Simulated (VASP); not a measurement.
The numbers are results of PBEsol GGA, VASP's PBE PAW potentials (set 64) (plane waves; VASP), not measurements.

A VASP calculation is set up with these files.

INCAR:
```
ALGO = Normal
EDIFF = 1E-7
ENCUT = 480
GGA = PS
ISIF = 2
ISMEAR = 1
LASPH = .True.
LCHARG = .False.
LMAXMIX = 6
LREAL = .False.
LWAVE = .False.
NELM = 100
PREC = Accurate
SIGMA = 0.1
SYSTEM = Hg4Pt
```

File KPOINTS:
```
Automatic mesh
0
Gamma
6 6 6
0 0 0
```

File POSCAR:
```
Hg4Pt
1
   -3.1187597760     3.1187597760     3.1187597760
    3.1187597760    -3.1187597760     3.1187597760
    3.1187597760     3.1187597760    -3.1187597760
Hg Pt
4 1
Direct
  0.0000000000   0.0000000000   0.5000000000
 -0.0040080035   0.4959919965   0.0000000000
  0.5000000000   0.5000000000   0.5000000000
  0.5000000000   0.0000000000   0.0000000000
  0.0000000000   0.0000000000   0.0000000000
```

POTCAR, in this order: Hg Pt (PBE.64 set). Program: vasp_std.

Q: What will the output report for the number of irreducible k-points (NKPTS), number of bands (NBANDS), largest plane-wave count, number of space-group operations, FFT grid (NGX, NGY, NGZ)?

A: 
```json
{
 "number of irreducible k-points (NKPTS)": "68",
 "number of bands (NBANDS)": "34",
 "largest_plane_wave_count": "2912",
 "number_of_space_group_operations": "2",
 "FFT grid (NGX, NGY, NGZ)": "40 × 40 × 40"
}
```

The structure comes from a computed database's Hg4Pt entry (Im-3m); how it stands against other phases isn't given here. This cell was strained or had an atom moved on purpose.
